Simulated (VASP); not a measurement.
Data:

```
CELL_PARAMETERS angstrom
      0.00000     2.79288     2.79288
      2.79288     0.00000     2.79288
      2.79288     2.79288     0.00000
ATOMIC_POSITIONS crystal
  Ge 0.00000 0.00000 0.00000
  P  0.75000 0.75000 0.75000
```

Method: PBEsol GGA, VASP's PBE PAW potentials (set 64) (plane waves; VASP). Settings: 400 eV cut-off, Gaussian smearing of 0.050 eV, potentials Ge_d P.

Q: Give the energies of bands 7 to 12 at the high-symmetry points, in eV from the Fermi level.

A: 
```tsv
band	Γ	X	U	L	W
7	-2.23	-9.88	-9.65	-9.06	-9.78
8	-2.21	-4.70	-5.77	-3.30	-5.42
9	-2.21	-4.70	-4.32	-3.30	-5.35
10	-2.21	-0.71	-0.30	-1.57	1.91
11	1.08	-0.60	2.24	2.18	2.63
12	1.08	7.13	5.31	2.18	3.00
```

It has no gap at this level: it comes out as a metal or semimetal.

The structure comes from a computed database's GeP entry (F-43m); how it stands against other phases isn't given here. It was relaxed first, which changed the volume by -7 %. The electron count is odd and the run is not spin-polarised, which forces a metal.
